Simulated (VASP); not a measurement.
Given:

```
CsPbCl3
1.0
    5.50550     0.00000     0.00000
    0.00000     5.50550     0.00000
    0.00000     0.00000     5.50550
Cs Pb Cl
1 1 3
Cartesian
  0.00000   0.00000   0.00000
  2.75275   2.75275   2.75275
  2.75275   0.00000   2.75275
  0.00000   2.75275   2.75275
  2.75275   2.75275   0.00000
```

Calculation: PBEsol GGA, VASP's PBE PAW potentials (set 64) (plane waves; VASP). Run with 520 eV cut-off, 4×4×4 Γ-centred mesh, Gaussian smearing of 0.050 eV, potentials Cs_sv Pb_d Cl.

**Question.** Give the stress tensor in GPa (positive for a compressed cell).

**Answer.** 
```
1.85  0.00  0.00
0.00  1.85  0.00
0.00  0.00  1.85
```
The pressure is its mean diagonal, 1.85 GPa.

The compound is CsPbCl3 in the cubic perovskite structure, the ideal cubic form; the compound distorts at low or room temperature. This cell is one point of a volume scan, at 0.94 of the reference volume.
